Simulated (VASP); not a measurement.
Crystal: CaB2.

```
CELL_PARAMETERS angstrom
1.73148 0.99967 5.44349
-1.73148 0.99967 5.44349
0.00000 -1.99934 5.44349
ATOMIC_POSITIONS crystal
Ca 0.00000 0.00000 0.00000
B 0.45112 0.45112 0.45112
B 0.54888 0.54888 0.54888
```

The cell was built by a generator and needn't be a form met in nature.

* Program: VASP 6.6.1
* Task: single point
* Functional: PBE
* Potentials or basis: VASP PAW PBE potentials, release 64 (Ca_sv, B)
* Cutoff: 520 eV
* k mesh: 9 × 9 × 9
* Occupations: fermi-dirac, width 0.05 eV
* Spin: no spin polarisation

On this cell: pressure 0.1 GPa; largest force 0.016 eV/Å; band gap on the k mesh none (metal or under the smearing width).

The same run follows on a disturbed copy (atoms moved at random, drawn with an rms of 0.05 Å):

```
Ca B
1.0
     1.73148    0.99967    5.44349
    -1.73148    0.99967    5.44349
     0.00000   -1.99934    5.44349
Ca B
1 2
Direct
  0.99654 0.00482 0.00248
  0.45246 0.43956 0.45718
  0.55287 0.55092 0.54801
```

Task: What does the disturbed cell give?

Result: The energy (extrapolated to zero smearing) moves by +11.2 meV/atom; pressure -1.0 GPa; largest force 1.244 eV/Å; band gap on the k mesh none (metal or under the smearing width).

Forces on the atoms (eV/Å):
```
Ca   0.077 -0.012 -0.093
B   -0.068  0.049  1.241
B   -0.010 -0.037 -1.148
```

Stress tensor (GPa, compression positive):
```
 0.36  0.10 -0.19
 0.10  0.61  0.29
-0.19  0.29 -3.88
```
